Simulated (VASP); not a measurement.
Input:

```
CELL_PARAMETERS angstrom
     -1.61339     1.61339     3.94736
      1.61339    -1.61339     3.94736
      1.61339     1.61339    -3.94736
ATOMIC_POSITIONS crystal
  Si 0.66497 0.66497 0.00000
  Si 0.33503 0.33503 0.00000
  Mo 0.00000 0.00000 0.00000
```

The numbers are results of revPBE GGA, VASP's PBE PAW potentials (set 64) (plane waves; VASP), not measurements. Run with 520 eV cut-off, Gaussian smearing of 0.050 eV, potentials Si Mo_sv.

### Question
Predict the band gap (along the path) with the smallest direct gap where there is one.

### Answer

```yaml
band gap (along the path): none (metal, semimetal or under 0.01 eV)
```

Total energies compare only between runs with the same potentials, cut-off and functional.

The compound is MoSi2 in the MoSi2 type structure. It was relaxed first.
